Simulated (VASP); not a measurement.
Output of a VASP run:

### OSZICAR
```
...
DAV:   8    -0.912005868050E+01    0.89393E-02   -0.98426E-02  1288   0.503E+00    0.189E-01
DAV:   9    -0.911951285052E+01    0.54583E-03   -0.10547E-02  1288   0.157E+00    0.145E-01
DAV:  10    -0.911952901613E+01   -0.16166E-04   -0.14234E-04  1228   0.179E-01    0.124E-01
DAV:  11    -0.911941702762E+01    0.11199E-03   -0.83876E-04  1264   0.396E-01    0.155E-02
DAV:  12    -0.911941945289E+01   -0.24253E-05   -0.15077E-05  1036   0.387E-02    0.909E-03
DAV:  13    -0.911941864303E+01    0.80987E-06   -0.61332E-06  1174   0.314E-02
   2 F= -.91194186E+01 E0= -.91194127E+01  d E =0.543208E+01
       N       E                     dE             d eps       ncg     rms          rms(c)
DAV:   1    -0.629812817010E+02   -0.53862E+02   -0.18696E+03  1252   0.935E+02    0.459E+01
DAV:   2    -0.213900205505E+02    0.41591E+02   -0.15832E+02  1080   0.150E+02    0.138E+01
DAV:   3    -0.160713215293E+02    0.53187E+01   -0.25117E+01  1116   0.651E+01    0.308E+00
DAV:   4    -0.167286963581E+02   -0.65737E+00   -0.13539E+01  1586   0.412E+01    0.740E+00
DAV:   5    -0.158228445048E+02    0.90585E+00   -0.19373E+00  1434   0.134E+01    0.363E+00
DAV:   6    -0.156361070661E+02    0.18674E+00   -0.26125E+00  1250   0.161E+01    0.134E+00
DAV:   7    -0.156026437917E+02    0.33463E-01   -0.23865E-01  1248   0.544E+00    0.214E-01
DAV:   8    -0.156031493747E+02   -0.50558E-03   -0.10573E-02  1024   0.929E-01    0.823E-02
DAV:   9    -0.156033056334E+02   -0.15626E-03   -0.91317E-04  1014   0.306E-01    0.324E-02
DAV:  10    -0.156033537298E+02   -0.48096E-04   -0.48565E-04  1538   0.191E-01    0.533E-02
DAV:  11    -0.156033118009E+02    0.41929E-04   -0.26142E-04  1426   0.192E-01    0.355E-03
DAV:  12    -0.156033118415E+02   -0.40582E-07   -0.94026E-06  1030   0.267E-02
   3 F= -.15603312E+02 E0= -.15603312E+02  d E =-.105181E+01
       N       E                     dE             d eps       ncg     rms          rms(c)
DAV:   1    -0.157022176691E+02   -0.98906E-01   -0.23186E+00  1272   0.228E+01    0.202E+00
DAV:   2    -0.156245979530E+02    0.77620E-01   -0.28954E-01  1068   0.602E+00    0.463E-01
DAV:   3    -0.156175915552E+02    0.70064E-02   -0.18729E-02  1186   0.263E+00    0.156E-01
DAV:   4    -0.156168694414E+02    0.72211E-03   -0.44510E-03  1122   0.110E+00    0.552E-02
DAV:   5    -0.156169284033E+02   -0.58962E-04   -0.54814E-04  1012   0.320E-01    0.310E-02
DAV:   6    -0.156169010749E+02    0.27328E-04   -0.10996E-04  1286   0.163E-01    0.100E-02
DAV:   7    -0.156168981670E+02    0.29079E-05   -0.17404E-05  1144   0.515E-02    0.138E-03
DAV:   8    -0.156168981438E+02    0.23150E-07   -0.51666E-07   612   0.651E-03
   4 F= -.15616898E+02 E0= -.15616898E+02  d E =-.106540E+01
       N       E                     dE             d eps       ncg     rms          rms(c)
DAV:   1    -0.156232274049E+02   -0.63292E-02   -0.15674E-01  1272   0.601E+00    0.521E-01
DAV:   2    -0.156180321467E+02    0.51953E-02   -0.19166E-02  1068   0.155E+00    0.120E-01
DAV:   3    -0.156175587904E+02    0.47336E-03   -0.12468E-03  1186   0.681E-01    0.401E-02
DAV:   4    -0.156175119563E+02    0.46834E-04   -0.29658E-04  1122   0.286E-01    0.141E-02
DAV:   5    -0.156175185541E+02   -0.65978E-05   -0.35586E-05  1014   0.827E-02    0.770E-03
DAV:   6    -0.156175173280E+02    0.12261E-05   -0.69803E-06  1220   0.418E-02    0.256E-03
DAV:   7    -0.156175169347E+02    0.39326E-06   -0.90784E-07   518   0.131E-02
   5 F= -.15617517E+02 E0= -.15617517E+02  d E =-.106602E+01
```

File OUTCAR:
```
------------------------ aborting loop because EDIFF is reached ----------------------------------------
  FORCE on cell =-STRESS in cart. coord.  units (eV):
  Direction    XX          YY          ZZ          XY          YZ          ZX
  --------------------------------------------------------------------------------------
  Total       -0.0036205     -0.0036205     -0.0036205      0.0000000      0.0000000      0.0000000
  in kB       -0.1287394     -0.1287394     -0.1287394      0.0000000      0.0000000      0.0000000
  external PRESSURE =      -0.1287394 kB  Pullay stress =       0.0000000 kB
  volume of cell :       45.06
      direct lattice vectors                 reciprocal lattice vectors
     0.000000000  2.824305364  2.824305364    -0.177034681  0.177034681  0.177034681
     2.824305364  0.000000000  2.824305364     0.177034681 -0.177034681  0.177034681
     2.824305364  2.824305364 -0.000000000     0.177034681  0.177034681 -0.177034681
 POSITION                                       TOTAL-FORCE (eV/Angst)
 -----------------------------------------------------------------------------------
      0.00000      0.00000     -0.00000        -0.000000      0.000000      0.000000
      4.23646      4.23646      4.23646        -0.000000     -0.000000     -0.000000
      1.41215      1.41215      1.41215         0.000000      0.000000      0.000000
 -----------------------------------------------------------------------------------
    total drift:                                0.000000      0.000000      0.000000
  FREE ENERGIE OF THE ION-ELECTRON SYSTEM (eV)
  ---------------------------------------------------
  free  energy   TOTEN  =       -15.6175169347 eV

  energy  without entropy=      -15.6175168537  energy(sigma->0) =      -15.61751689

 reached required accuracy - stopping structural energy minimisation
```
(Selected blocks of OUTCAR.)

**POSCAR**
```
PbF2
1
    0.0000000000     3.0035020000     3.0035020000
    3.0035020000     0.0000000000     3.0035020000
    3.0035020000     3.0035020000     0.0000000000
Pb F
1 2
Direct
  0.0000000000   0.0000000000   0.0000000000
  0.7500000000   0.7500000000   0.7500000000
  0.2500000000   0.2500000000   0.2500000000
```

Q: Write an INCAR and KPOINTS that could have produced this output.

A: Several could match; the one computed here: the input of the run itself, PBE GGA, plane waves, VASP's PBE PAW potentials (set 64).

### INCAR
```
ALGO=Normal   ! blocked Davidson
LASPH=.TRUE.   ! aspherical one-centre terms
LREAL=.FALSE.   ! projection in real space or not
LMAXMIX=4   ! l cut-off of mixed one-centre charges
GGA=PE   ! PBE
LCHARG=.FALSE.
PREC=Accurate
NSW=50   ! most ionic steps
SIGMA=0.136   ! width (eV)
ISIF=3
LWAVE=.FALSE.
ENCUT=320
NELM=100
SYSTEM=PbF2
EDIFF=1E-6
ISMEAR=-1   ! Fermi-Dirac
IBRION=2
EDIFFG=-0.01   ! ionic stop
```

File KPOINTS:
```
Automatic mesh
0
Gamma
6 6 6
0.5 0.5 0.5
```

POTCAR, in this order: Pb_d F (PBE.64 set). Program: vasp_std.

At this cut-off the stress carries a Pulay error, which pulls relaxed volumes low.  Energy and stress use the plane-wave basis of the starting cell.

The structure comes from a computed database's PbF2 entry; how it stands against other phases isn't given here. This run relaxes it. Symmetry was kept, so distortions that lower it aren't found. The run is one of a series of settings (EDIFFG = -0.01, ENCUT = 320, IBRION = 2, ISIF = 3, ISMEAR = -1, NSW = 50, SIGMA = 0.136, KPOINTS 6×6×6 Γ-centred mesh shifted by (0.5, 0.5, 0.5) against the base run), some of them coarse on purpose.
